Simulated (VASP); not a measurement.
Consider the following.

```
CELL_PARAMETERS angstrom
      4.05793     0.00000     0.00000
      0.00000     4.05793     0.00000
      0.00000     0.00000     4.05793
ATOMIC_POSITIONS crystal
  K  0.00000 0.00000 0.00000
  Zn 0.50000 0.50000 0.50000
  F  0.50000 0.00000 0.50000
  F  0.00000 0.50000 0.50000
  F  0.50000 0.50000 0.00000
```

Calculation: PBEsol GGA, VASP's PBE PAW potentials (set 64) (plane waves; VASP 6.6.1). Numerical set-up: 520 eV cut-off, 6×6×6 Γ-centred mesh, Gaussian smearing of 0.050 eV, potentials K_sv Zn F.

The job: KZnF3 (cubic perovskite), 5 atoms, PBEsol, static run, 520 eV, 6×6×6 Γ-centred mesh. Roughly how much core time does it take on a busy server core?

About 20 core-seconds (one run on a shared machine, a rough figure). It had 20 irreducible k-points, 25 bands, up to 1856 plane waves and 19 electronic steps.

The compound is KZnF3 in the cubic perovskite structure. It was relaxed first.
